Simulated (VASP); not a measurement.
Output of a VASP run:

OUTCAR:
```
 ion  position               nearest neighbor table
   1  0.000  0.000  0.000-   4 1.76   5 1.76   4 1.76   5 1.76   3 1.80   6 1.80
   2  0.500  0.500  0.500-   3 1.76   6 1.76   3 1.76   6 1.76   5 1.80   4 1.80
   3  0.305  0.305  0.000-   2 1.76   2 1.76   1 1.80
   4  0.805  0.195  0.500-   1 1.76   1 1.76   2 1.80
   5  0.195  0.805  0.500-   1 1.76   1 1.76   2 1.80
   6  0.695  0.695  0.000-   2 1.76   2 1.76   1 1.80
  LATTYP: Found a simple tetragonal cell.
 ALAT       =     4.1567994889
 C/A-ratio  =     0.6412484765
 Subroutine PRICEL returns:
 Original cell was already a primitive cell.
 Subroutine GETGRP returns: Found 16 space group operations
The static configuration has the point symmetry D_2h.
 The point group associated with its full space group is D_4h.
The dynamic configuration has the point symmetry D_2h.
 Subroutine INISYM returns: Found 16 space group operations
 Subroutine IBZKPT returns following result:
 Found     50 irreducible k-points:

 Following reciprocal coordinates:
            Coordinates               Weight
  0.000000  0.000000  0.000000      1.000000
  0.166667  0.000000  0.000000      4.000000
  0.333333  0.000000  0.000000      4.000000
  0.500000  0.000000  0.000000      2.000000
  0.166667  0.166667  0.000000      4.000000
  0.333333  0.166667  0.000000      8.000000
  0.500000  0.166667  0.000000      4.000000
  0.333333  0.333333  0.000000      4.000000
  0.500000  0.333333  0.000000      4.000000
  0.500000  0.500000  0.000000      1.000000
  0.000000  0.000000  0.111111      2.000000
  0.166667  0.000000  0.111111      8.000000
  0.333333  0.000000  0.111111      8.000000
  0.500000  0.000000  0.111111      4.000000
  0.166667  0.166667  0.111111      8.000000
  0.333333  0.166667  0.111111     16.000000
  0.500000  0.166667  0.111111      8.000000
  0.333333  0.333333  0.111111      8.000000
  0.500000  0.333333  0.111111      8.000000
  0.500000  0.500000  0.111111      2.000000
  0.000000  0.000000  0.222222      2.000000
  0.166667  0.000000  0.222222      8.000000
  0.333333  0.000000  0.222222      8.000000
  0.500000  0.000000  0.222222      4.000000
  0.166667  0.166667  0.222222      8.000000
  0.333333  0.166667  0.222222     16.000000
  0.500000  0.166667  0.222222      8.000000
  0.333333  0.333333  0.222222      8.000000
  0.500000  0.333333  0.222222      8.000000
  0.500000  0.500000  0.222222      2.000000
  0.000000  0.000000  0.333333      2.000000
  0.166667  0.000000  0.333333      8.000000
  0.333333  0.000000  0.333333      8.000000
  0.500000  0.000000  0.333333      4.000000
  0.166667  0.166667  0.333333      8.000000
  0.333333  0.166667  0.333333     16.000000
  0.500000  0.166667  0.333333      8.000000
  0.333333  0.333333  0.333333      8.000000
  0.500000  0.333333  0.333333      8.000000
  0.500000  0.500000  0.333333      2.000000
   k-points           NKPTS =     50   k-points in BZ     NKDIM =     50   number of bands    NBANDS=     20
   number of dos      NEDOS =    601   number of ions     NIONS =      6
   total plane-waves  NPLWV =  20480
   dimension x,y,z NGX =    32 NGY =   32 NGZ =   20
   dimension x,y,z NGXF=    64 NGYF=   64 NGZF=   40
   ions per type =               2   4
   PREC   = accura    normal or accurate (medium, high low for compatibility)
   ISTART =      0    job   : 0-new  1-cont  2-samecut
   ICHARG =      2    charge: 1-file 2-atom 10-const
   ISPIN  =      1    spin polarized calculation?
   LNONCOLLINEAR =      F non collinear calculations
   LSORBIT =      F    spin-orbit coupling
   INIWAV =      1    electr: 0-lowe 1-rand  2-diag
   ENCUT  =  520.0 eV  38.22 Ry    6.18 a.u.   7.73  7.73  4.96*2*pi/ulx,y,z
   NELM   =    100;   NELMIN=  2; NELMDL= -5     # of ELM steps
   EDIFF  = 0.1E-06   stopping-criterion for ELM
   LREAL  =      F    real-space projection
   NLSPLINE    = F    spline interpolate recip. space projectors
...
```

OSZICAR:
```
       N       E                     dE             d eps       ncg     rms          rms(c)
DAV:   1     0.162467471993E+03    0.16247E+03   -0.18366E+04  2008   0.155E+03
DAV:   2    -0.501445782714E+02   -0.21261E+03   -0.20602E+03  2676   0.324E+02
DAV:   3    -0.568407241359E+02   -0.66961E+01   -0.66778E+01  2400   0.628E+01
DAV:   4    -0.568915782421E+02   -0.50854E-01   -0.50796E-01  2372   0.623E+00
DAV:   5    -0.568921505317E+02   -0.57229E-03   -0.57222E-03  2316   0.641E-01    0.180E+01
DAV:   6    -0.520671461285E+02    0.48250E+01   -0.19057E+01  2248   0.307E+01    0.861E+00
DAV:   7    -0.520049019980E+02    0.62244E-01   -0.56409E-01  2356   0.514E+00    0.306E+00
DAV:   8    -0.519756746966E+02    0.29227E-01   -0.18087E-02  2292   0.138E+00    0.110E+00
DAV:   9    -0.519705009334E+02    0.51738E-02   -0.46560E-03  2328   0.687E-01    0.231E-01
DAV:  10    -0.519705180124E+02   -0.17079E-04   -0.25323E-04  2332   0.146E-01    0.556E-02
DAV:  11    -0.519705077063E+02    0.10306E-04   -0.38422E-05  2324   0.514E-02    0.170E-02
DAV:  12    -0.519705070336E+02    0.67272E-06   -0.51980E-06  2308   0.172E-02    0.641E-03
DAV:  13    -0.519705070390E+02   -0.53997E-08   -0.22865E-07  1708   0.422E-03
   1 F= -.51970507E+02 E0= -.51970507E+02  d E =0.000000E+00
```

### OUTCAR
```
------------------------ aborting loop because EDIFF is reached ----------------------------------------
  FORCE on cell =-STRESS in cart. coord.  units (eV):
  Direction    XX          YY          ZZ          XY          YZ          ZX
  --------------------------------------------------------------------------------------
  Total        0.0058823      0.0058823      0.1086878     -0.0000000      0.0000000      0.0000000
  in kB        0.2046233      0.2046233      3.7808340     -0.0000000      0.0000000      0.0000000
  external PRESSURE =       1.3966936 kB  Pullay stress =       0.0000000 kB
  volume of cell :       46.06
      direct lattice vectors                 reciprocal lattice vectors
     4.156799489  0.000000000  0.000000000     0.240569699  0.000000000  0.000000000
     0.000000000  4.156799489  0.000000000     0.000000000  0.240569699  0.000000000
     0.000000000  0.000000000  2.665541339     0.000000000  0.000000000  0.375158316
 POSITION                                       TOTAL-FORCE (eV/Angst)
 -----------------------------------------------------------------------------------
      0.00000      0.00000      0.00000         0.000000      0.000000     -0.000000
      2.07840      2.07840      1.33277         0.000000      0.000000     -0.000000
      1.26945      1.26945      0.00000         0.008038      0.008038      0.000000
      3.34785      0.80895      1.33277         0.008038     -0.008038     -0.000000
      0.80895      3.34785      1.33277        -0.008038      0.008038     -0.000000
      2.88735      2.88735      0.00000        -0.008038     -0.008038     -0.000000
 -----------------------------------------------------------------------------------
    total drift:                                0.000000      0.000000      0.000000
  FREE ENERGIE OF THE ION-ELECTRON SYSTEM (eV)
  ---------------------------------------------------
  free  energy   TOTEN  =       -51.9705070390 eV

  energy  without entropy=      -51.9705070390  energy(sigma->0) =      -51.97050704

 total charge

# of ion       s       p       d       tot
------------------------------------------
    1        0.595   0.900   0.000   1.495
    2        0.595   0.900   0.000   1.495
    3        1.539   3.682   0.000   5.221
    4        1.539   3.682   0.000   5.221
    5        1.539   3.682   0.000   5.221
    6        1.539   3.682   0.000   5.221
--------------------------------------------------
tot          7.346  16.528   0.000  23.874

 Electric field gradients after diagonalization (V/A^2)
 (convention: |V_zz| > |V_xx| > |V_yy|)
----------------------------------------------------------------------
 ion       V_xx      V_yy      V_zz     asymmetry (V_yy - V_xx)/ V_zz
----------------------------------------------------------------------
   1     -15.636    -1.803    17.439       0.793
   2     -15.636    -1.803    17.439       0.793
   3      60.624    45.993  -106.616       0.137
   4      60.624    45.993  -106.616       0.137
   5      60.624    45.993  -106.616       0.137
   6      60.624    45.993  -106.616       0.137
```
(Selected blocks of OUTCAR.)

### POSCAR
```
SiO2
1
    4.1567994889     0.0000000000     0.0000000000
    0.0000000000     4.1567994889     0.0000000000
    0.0000000000     0.0000000000     2.6655413395
Si O
2 4
Direct
  0.0000000000   0.0000000000   0.0000000000
  0.5000000000   0.5000000000   0.5000000000
  0.3053900631   0.3053900631   0.0000000000
  0.8053900631   0.1946099369   0.5000000000
  0.1946099369   0.8053900631   0.5000000000
  0.6946099369   0.6946099369   0.0000000000
```

Write an INCAR and KPOINTS that could have produced this output.

Several could match; the one computed here: the input of the run itself, LDA (Ceperley-Alder, Perdew-Zunger), plane waves, VASP's LDA PAW potentials (set 64).

### INCAR
```
! general
SYSTEM = SiO2
PREC   = Accurate
ENCUT  = 520   ! plane-wave cut-off (eV)
LREAL  = .FALSE.
LASPH  = .TRUE.   ! aspherical one-centre terms

! electronic loop
EDIFF  = 1E-7   ! SCF stop (eV)
NELM   = 100   ! most electronic steps
ALGO   = Normal   ! blocked Davidson

! smearing
ISMEAR = -5   ! tetrahedra, Bloechl

! ions
ISIF   = 2

! output
LWAVE  = .FALSE.
LCHARG = .TRUE.
LORBIT = 11
NEDOS  = 601

! other
LEFG   = .TRUE.
```

File KPOINTS:
```
K-points
0
gamma
  6 6 9
```

POTCAR, in this order: Si O (LDA.64 set). Program: vasp_std.

The compound is SiO2 in the rutile structure, stishovite, a high-pressure form. It was relaxed first.
